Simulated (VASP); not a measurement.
Here is the system:

```yaml
crystal:
  lattice:
    - [-2.42986, 2.42986, 6.01786]
    - [2.42986, -2.42986, 6.01786]
    - [2.42986, 2.42986, -6.01786]
  atoms:
    - { symbol: Sr, position: [0.00000, 0.00000, 0.00000] }
    - { symbol: In, position: [0.25000, 0.75000, 0.50000] }
    - { symbol: In, position: [0.75000, 0.25000, 0.50000] }
    - { symbol: In, position: [0.38549, 0.38549, 0.00000] }
    - { symbol: In, position: [0.61451, 0.61451, 0.00000] }
```

All values below come from PBEsol GGA, VASP's PBE PAW potentials (set 64) (plane waves; VASP 6.6.1). Run with 400 eV cut-off, 10×10×10 Γ-centred mesh, tetrahedra with Blöchl corrections, potentials Sr_sv In_d.

Unless said otherwise, spin-orbit coupling is left out, though it shifts the bands of the heavy elements here.

What does the run give for the energy per atom (σ→0), band gap (on the k-mesh) with the smallest direct gap where there is one?

* **band gap (on the k-mesh)**: none (metal, semimetal or under 0.01 eV)
* **energy per atom (σ→0)**: -295.4 kJ/mol-atom

Total energies compare only between runs with the same potentials, cut-off and functional.

The structure comes from a computed database's SrIn4 entry (I4/mmm); how it stands against other phases isn't given here. It was relaxed first.
